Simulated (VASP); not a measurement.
Calculation: AM05 GGA, VASP's PBE PAW potentials (set 64) (plane waves; VASP).

VASP input:

### POSCAR
```
MgB2
1
    1.5357897417    -2.6600653736     0.0000000000
    1.5357897417     2.6600653736    -0.0000000000
    0.0000000000    -0.0000000000     3.4711617416
Mg B
1 2
Direct
  0.0000000000   1.0000000000   1.0000000000
  0.3333330000   0.6666670000   0.5000000000
  0.6666670000   0.3333330000   0.5000000000
```

**INCAR**
```
PREC = Accurate
SIGMA = 0.1   ! width (eV)
LCHARG = .FALSE.
ENCUT = 520   ! plane-wave cut-off (eV)
LASPH = .TRUE.
NSW = 60   ! most ionic steps
NELM = 100   ! most electronic steps
EDIFFG = -0.02   ! ionic stop
LREAL = .FALSE.   ! projection in real space or not
ISIF = 3   ! ions, shape and volume
EDIFF = 1E-6   ! SCF stop (eV)
IBRION = 2
ISMEAR = 1
LWAVE = .FALSE.
SYSTEM = MgB2
ALGO = Normal   ! blocked Davidson
GGA = AM   ! AM05
```

### KPOINTS
```
Automatic mesh
0
Gamma
10 10 8
0 0 0
```

POTCAR, in this order: Mg B (PBE.64 set). Program: vasp_std.

The run wrote:

OSZICAR:
```
       N       E                     dE             d eps       ncg     rms          rms(c)
DAV:   1     0.364330887427E+01    0.36433E+01   -0.39992E+03  1192   0.844E+02
DAV:   2    -0.172348172141E+02   -0.20878E+02   -0.20009E+02  1672   0.110E+02
DAV:   3    -0.174730476497E+02   -0.23823E+00   -0.23091E+00  1368   0.138E+01
DAV:   4    -0.174736101930E+02   -0.56254E-03   -0.56254E-03  1776   0.540E-01
DAV:   5    -0.174736114858E+02   -0.12928E-05   -0.12933E-05  1424   0.120E-02    0.513E+00
DAV:   6    -0.161917474363E+02    0.12819E+01   -0.20844E+00  1240   0.786E+00    0.249E+00
DAV:   7    -0.159520256818E+02    0.23972E+00   -0.10988E+00  1320   0.565E+00    0.707E-01
DAV:   8    -0.159508549725E+02    0.11707E-02   -0.62581E-02  1216   0.177E+00    0.273E-01
DAV:   9    -0.159464067198E+02    0.44483E-02   -0.13705E-02  1232   0.648E-01    0.497E-02
DAV:  10    -0.159463933850E+02    0.13335E-04   -0.11091E-03  1568   0.211E-01    0.281E-02
DAV:  11    -0.159463546191E+02    0.38766E-04   -0.16623E-04  1216   0.782E-02    0.181E-03
DAV:  12    -0.159463548063E+02   -0.18723E-06   -0.15480E-06  1392   0.117E-02
   1 F= -.15946355E+02 E0= -.15946497E+02  d E =-.159464E+02
```

OUTCAR:
```
------------------------ aborting loop because EDIFF is reached ----------------------------------------
  FORCE on cell =-STRESS in cart. coord.  units (eV):
  Direction    XX          YY          ZZ          XY          YZ          ZX
  --------------------------------------------------------------------------------------
  Total       -0.0022752     -0.0022752      0.0508227      0.0000000     -0.0000000     -0.0000000
  in kB       -0.1285295     -0.1285295      2.8710400      0.0000000     -0.0000000     -0.0000000
  external PRESSURE =       0.8713270 kB  Pullay stress =       0.0000000 kB
  volume of cell :       28.36
      direct lattice vectors                 reciprocal lattice vectors
     1.535789742 -2.660065374  0.000000000     0.325565399 -0.187965305  0.000000000
     1.535789742  2.660065374  0.000000000     0.325565399  0.187965305  0.000000000
     0.000000000  0.000000000  3.471161742     0.000000000  0.000000000  0.288087987
 POSITION                                       TOTAL-FORCE (eV/Angst)
 -----------------------------------------------------------------------------------
      0.00000      0.00000      0.00000         0.000000     -0.000000      0.000000
      1.53579      0.88669      1.73558         0.000000      0.000000      0.000000
      1.53579     -0.88669      1.73558        -0.000000     -0.000000      0.000000
 -----------------------------------------------------------------------------------
    total drift:                                0.000000     -0.000000      0.000000
  FREE ENERGIE OF THE ION-ELECTRON SYSTEM (eV)
  ---------------------------------------------------
  free  energy   TOTEN  =       -15.9463548063 eV

  energy  without entropy=      -15.9467808034  energy(sigma->0) =      -15.94649681

 reached required accuracy - stopping structural energy minimisation
```
(Selected blocks of OUTCAR.)

The compound is MgB2 in the AlB2 type structure. It was relaxed first. The start is the result of an earlier pass.
